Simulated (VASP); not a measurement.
Output of a VASP run:

**OSZICAR**
```
       N       E                     dE             d eps       ncg     rms          rms(c)
DAV:   1     0.140529239675E+02    0.14053E+02   -0.46827E+03   992   0.882E+02
DAV:   2    -0.134767332307E+02   -0.27530E+02   -0.26451E+02  1080   0.141E+02
DAV:   3    -0.138852217087E+02   -0.40849E+00   -0.40849E+00  1128   0.197E+01
DAV:   4    -0.138858912190E+02   -0.66951E-03   -0.66951E-03  1256   0.773E-01
DAV:   5    -0.138858916487E+02   -0.42970E-06   -0.42970E-06  1160   0.130E-02    0.664E+00
DAV:   6    -0.125455051455E+02    0.13404E+01   -0.89579E+00   896   0.207E+01    0.228E+00
DAV:   7    -0.125189157256E+02    0.26589E-01   -0.50811E-02   928   0.268E+00    0.128E+00
DAV:   8    -0.125051623053E+02    0.13753E-01   -0.22244E-02   912   0.226E+00    0.154E-01
DAV:   9    -0.125050500899E+02    0.11222E-03   -0.33297E-04  1352   0.168E-01    0.784E-02
DAV:  10    -0.125050891267E+02   -0.39037E-04   -0.64672E-05   936   0.892E-02    0.417E-03
DAV:  11    -0.125050890122E+02    0.11456E-06   -0.20339E-06  1264   0.104E-02    0.199E-03
DAV:  12    -0.125050891144E+02   -0.10220E-06   -0.68573E-08   624   0.311E-03    0.268E-04
DAV:  13    -0.125050891204E+02   -0.59626E-08   -0.14908E-09   560   0.519E-04
   1 F= -.12505089E+02 E0= -.12505089E+02  d E =-.151094E-16
```

OUTCAR:
```
------------------------ aborting loop because EDIFF is reached ----------------------------------------
  FORCE on cell =-STRESS in cart. coord.  units (eV):
  Direction    XX          YY          ZZ          XY          YZ          ZX
  --------------------------------------------------------------------------------------
  Total       -0.5402696     -0.5402696     -0.5402696      0.0000000     -0.0000000      0.0000000
  in kB      -45.0502917    -45.0502917    -45.0502917      0.0000000     -0.0000000      0.0000000
  external PRESSURE =     -45.0502917 kB  Pullay stress =       0.0000000 kB
  volume of cell :       19.21
      direct lattice vectors                 reciprocal lattice vectors
     0.000000000  2.125842940  2.125842940    -0.235200819  0.235200819  0.235200819
     2.125842940  0.000000000  2.125842940     0.235200819 -0.235200819  0.235200819
     2.125842940  2.125842940  0.000000000     0.235200819  0.235200819 -0.235200819
  FREE ENERGIE OF THE ION-ELECTRON SYSTEM (eV)
  ---------------------------------------------------
  free  energy   TOTEN  =       -12.5050891204 eV

  energy  without entropy=      -12.5050891204  energy(sigma->0) =      -12.50508912
```
(Selected blocks of OUTCAR.)

File POSCAR:
```
MgO
1
    0.0000000000     2.1258429397     2.1258429397
    2.1258429397     0.0000000000     2.1258429397
    2.1258429397     2.1258429397     0.0000000000
Mg O
1 1
Direct
  0.0000000000   0.0000000000   0.0000000000
  0.5000000000   0.5000000000   0.5000000000
```

Q: Reconstruct the remaining input files.

A: Several could match; the one computed here: the input of the run itself, PBEsol GGA, plane waves, VASP's PBE PAW potentials (set 64).

INCAR:
```
LASPH = T   # aspherical one-centre terms
LWAVE = F
ISIF = 2
GGA = PS
PREC = Accurate
ISMEAR = 0   # Gaussian
LREAL = F
SIGMA = 0.05
EDIFF = 1E-7   # SCF stop (eV)
SYSTEM = MgO
LCHARG = F
NELM = 100
ALGO = Normal   # blocked Davidson
ENCUT = 520
```

**KPOINTS**
```
K-points
0
gamma
 11 11 11
0 0 0
```

POTCAR, in this order: Mg O (PBE.64 set). Program: vasp_std.

The compound is MgO in the rock salt structure. This cell is one point of a volume scan, at 1.03 of the reference volume.
